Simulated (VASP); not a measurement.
Input for VASP

### INCAR
```
SYSTEM=SnO
PREC=Accurate; ENCUT=600; LREAL=F
LASPH=T
EDIFF=1E-7; NELM=100; ALGO=Normal
LMAXMIX=4; LMIXTAU=T
ISMEAR=0; SIGMA=0.05
METAGGA=R2SCAN
IBRION=2; NSW=30; ISIF=2
EDIFFG=-0.01
LWAVE=F; LCHARG=F
```

**KPOINTS**
```
kpoints
0
gamma
  6 6 4
0 0 0
```

**POSCAR**
```
SnO
1
    3.8096884566     0.0000000000     0.0000000000
    0.0000000000     3.8096884566     0.0000000000
    0.0000000000     0.0000000000     4.8671373424
Sn O
2 2
Direct
  0.5000000000   0.0000000000   0.7654190323
  0.0000000000   0.5000000000   0.2345809677
  0.5000000000   0.5000000000   0.0000000000
  0.0000000000   0.0000000000   0.0000000000
```

POTCAR, in this order: Sn_d O (PBE.64 set). Program: vasp_std.

**Question.** Translate this r2SCAN calculation to Ansatz.

**Answer.** One equivalent input (not run):
Ansatz 0.2 input:
```yaml
crystal:
  lattice:
    - [3.8096885, 0.0000000, 0.0000000]
    - [0.0000000, 3.8096885, 0.0000000]
    - [0.0000000, 0.0000000, 4.8671373]
  atoms:
    - { symbol: Sn, position: [0.5000000, 0.0000000, 0.7654190] }
    - { symbol: Sn, position: [0.0000000, 0.5000000, 0.2345810] }
    - { symbol: O, position: [0.5000000, 0.5000000, 0.0000000] }
    - { symbol: O, position: [0.0000000, 0.0000000, 0.0000000] }
kpoints:
  mp_grid: { grid: [6, 6, 4] }
hamiltonian:
  xc: r2scan
  pseudopotentials: { kind: paw }
scf:
  occupations: { method: gaussian, width: 0.05 }
  max_iter: 100
relax:
  max_steps: 30
  f_tol: 0.01
output: { forces: true, stress: true, eigenvalues: true }
```
Limits of the translation: each code has its own PAW files, so the cut-off isn't converted (ENCUT is set for VASP's; basis.ecutwfc is left out, and Ansatz then takes the one that its files recommend); Ansatz stops its SCF on the density residual and VASP on the energy change (EDIFF).

The compound is SnO in the litharge structure. This cell was strained or had an atom moved on purpose. Symmetry was kept, so distortions that lower it aren't found.
